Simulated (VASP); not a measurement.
Method: PBE GGA, VASP's PBE PAW potentials (set 64) (plane waves; VASP).

VASP input:

### KPOINTS
```
Automatic mesh
0
Gamma
4 4 4
```

INCAR:
```
! general
SYSTEM  = Ga4As3P
PREC    = Accurate
ENCUT   = 400   ! plane-wave cut-off (eV)
LREAL   = .FALSE.
LASPH   = .TRUE.   ! aspherical one-centre terms

! electronic loop
EDIFF   = 1E-6
NELM    = 100
ALGO    = Normal   ! blocked Davidson
LMAXMIX = 4   ! l cut-off of mixed one-centre charges

! smearing
ISMEAR  = 0   ! Gaussian
SIGMA   = 0.05

! functional
GGA     = PE   ! PBE

! ions
IBRION  = 2
NSW     = 60   ! most ionic steps
ISIF    = 3
EDIFFG  = -0.02

! output
LWAVE   = .FALSE.
LCHARG  = .FALSE.
```

### POSCAR
```
Ga4As3P
1
    5.6759774124    -0.0000000000    -0.0000000000
    0.0000000000     5.6759774124    -0.0000000000
    0.0000000000    -0.0000000000     5.6759774124
Ga P As
4 1 3
Direct
  0.0048570895   0.0048570895   0.0048570895
  0.4951429105   0.4951429105   0.0048570895
  0.4951429105   0.0048570895   0.4951429105
  0.0048570895   0.4951429105   0.4951429105
  0.2500000000   0.2500000000   0.2500000000
  0.7500000000   0.7500000000   0.2500000000
  0.7500000000   0.2500000000   0.7500000000
  0.2500000000   0.7500000000   0.7500000000
```

POTCAR, in this order: Ga_d P As (PBE.64 set). Program: vasp_std.

What will the output report for the number of irreducible k-points (NKPTS), largest plane-wave count, number of space-group operations, FFT grid (NGX, NGY, NGZ)?

| Property | Value |
|---|---|
| number of irreducible k-points (NKPTS) | 10 |
| largest plane-wave count | 3362 |
| number of space-group operations | 24 |
| FFT grid (NGX, NGY, NGZ) | 40 × 40 × 40 |

The structure was generated: Ga4As3P was put into an ordered model structure (P-43m), which need not be its known phase. This run relaxes it. Symmetry was kept, so distortions that lower it aren't found. The start is the result of an earlier pass.
